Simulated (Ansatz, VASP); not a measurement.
B12Ru: VASP beside Ansatz

INCAR

```
  PREC = Accurate
  ENCUT = 520
  EDIFF = 1E-6
  ISMEAR = 0
  SIGMA = 0.1
  LREAL = False
  LASPH = True
  NELM = 100
  ALGO = Fast
  ISIF = 2
  LWAVE = False
  LCHARG = False
  GGA = PE
  NBANDS = 37
```

File KPOINTS:

```
regular mesh
0
Gamma
  8 8 8
```

POSCAR

```
B12Ru
1.0
    4.4870158826      0.0000000000      0.0000000000
    0.0000000000      4.4870158826      0.0000000000
    0.0000000000      0.0000000000      4.4870158826
B Ru
12 1
Direct
    0.5000000000      0.7898322990      0.7898322990
    0.5000000000      0.2101677010      0.7898322990
    0.5000000000      0.7898322990      0.2101677010
    0.5000000000      0.2101677010      0.2101677010
    0.7898322990      0.5000000000      0.7898322990
    0.7898322990      0.5000000000      0.2101677010
    0.2101677010      0.5000000000      0.7898322990
    0.2101677010      0.5000000000      0.2101677010
    0.7898322990      0.7898322990      0.5000000000
    0.2101677010      0.7898322990      0.5000000000
    0.7898322990      0.2101677010      0.5000000000
    0.2101677010      0.2101677010      0.5000000000
    0.0000000000      0.0000000000      0.0000000000
```

Input for Ansatz:

```yaml
crystal:
  lattice:
    - [4.4870158826, 0.0, 0.0]
    - [0.0, 4.4870158826, 0.0]
    - [0.0, 0.0, 4.4870158826]
  atoms:
    - { symbol: B, position: [0.5, 0.789832299, 0.789832299] }
    - { symbol: B, position: [0.5, 0.210167701, 0.789832299] }
    - { symbol: B, position: [0.5, 0.789832299, 0.210167701] }
    - { symbol: B, position: [0.5, 0.210167701, 0.210167701] }
    - { symbol: B, position: [0.789832299, 0.5, 0.789832299] }
    - { symbol: B, position: [0.789832299, 0.5, 0.210167701] }
    - { symbol: B, position: [0.210167701, 0.5, 0.789832299] }
    - { symbol: B, position: [0.210167701, 0.5, 0.210167701] }
    - { symbol: B, position: [0.789832299, 0.789832299, 0.5] }
    - { symbol: B, position: [0.210167701, 0.789832299, 0.5] }
    - { symbol: B, position: [0.789832299, 0.210167701, 0.5] }
    - { symbol: B, position: [0.210167701, 0.210167701, 0.5] }
    - { symbol: Ru, position: [0.0, 0.0, 0.0] }
basis:
  ecutwfc: 420
kpoints:
  mp_grid: { grid: [8, 8, 8] }
  band_path:
    path:
      - [[0.0, 0.0, 0.0], [0.0, 0.5, 0.0], [0.5, 0.5, 0.0], [0.0, 0.0, 0.0], [0.5, 0.5, 0.5], [0.0, 0.5, 0.0]]
      - [[0.5, 0.5, 0.5], [0.5, 0.5, 0.0]]
    npoints: 10
hamiltonian:
  xc: pbe
scf:
  occupations: { method: gaussian, width: 0.1 }
  n_extra_bands: 32
output:
  forces: true
  stress: true
  eigenvalues: true
  populations: true
  dos: { projected: true, de: 0.02, nscf_kmesh: { grid: [12, 12, 12] } }
  bader: false
  write_density: true
  write_potential: true
  elf: true
  volumetric_format: npy
```

The cell was built by a generator and needn't be a form met in nature.

Alike in both runs: task single point; functional PBE; k mesh 8 × 8 × 8; occupations gaussian, width 0.1 eV; no spin polarisation.

|  | VASP | Ansatz |
| --- | --- | --- |
| version | VASP 6.6.1 | Ansatz 0.2.0 |
| potentials or method | VASP PAW PBE potentials, release 64 (B, Ru_pv) | scalar-relativistic, plane waves, PAW |
| plane-wave cutoff (eV) | 520 | 420 |
| valence electrons in the cell | 50 | 52 |

VASP gave:

* gap on the k mesh at the Fermi level (eV): none
* pressure (GPa): 0.0
* rms of the force components (eV/Å): 0.008

Problem. Which values does Ansatz return?

Solution. gap on the k mesh at the Fermi level (eV): none; pressure (GPa): 0.0; rms of the force components (eV/Å): 0.007.

Atom by atom the forces differ by 0.000 eV/Å (rms over components). A gap of «none» marks a metal or a gap that the smearing closes. The two sets of potentials don't hold the same shells in valence.
